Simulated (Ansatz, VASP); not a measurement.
One calculation of PdPt2, two programs

```
Pd Pt
1.0
     2.77548    0.00000    0.00000
     0.00000    2.77548    0.00000
     0.00000    0.00000    5.72651
Pd Pt
1 2
Cartesian
  0.0000 0.0000 0.0000
  1.3877 1.3877 1.6893
  1.3877 1.3877 4.0372
```

Change from the starting cell: species swapped into the Ga2Cu type (P4/mmm, No. 123).

Alike in both runs: task relaxation of cell and atoms; functional PBE; k mesh 6 × 6 × 4; occupations gaussian, width 0.1 eV; no spin polarisation.

|  | VASP | Ansatz |
| --- | --- | --- |
| version | VASP 6.6.1 | Ansatz 0.2.0 |
| potentials or method | VASP PAW PBE potentials, release 64 (Pd, Pt) | scalar-relativistic, plane waves, PAW |
| plane-wave cutoff (eV) | 600 | 420 |
| valence electrons in the cell | 30 | 54 |

VASP gave:

```
gap on the k mesh at the Fermi level, each at its own relaxed structure (eV) : none
relaxed volume (Å³/atom)                                                     : 16.37
relaxed cell length with the largest relative difference (Å)                 : 2.733
energy change over the relaxation (meV/atom)                                 : -331
```

Which values does Ansatz return?

gap on the k mesh at the Fermi level, each at its own relaxed structure (eV): none; relaxed volume (Å³/atom): 16.38; relaxed cell length with the largest relative difference (Å): 2.735; energy change over the relaxation (meV/atom): -339.

A gap of «none» marks a metal or a gap that the smearing closes. The two sets of potentials don't hold the same shells in valence.

Caveats: the k mesh is coarse (spacing up to 0.38 Å⁻¹), so the values aren't converged. Spin-orbit coupling is left out, which matters for the levels of Pt.
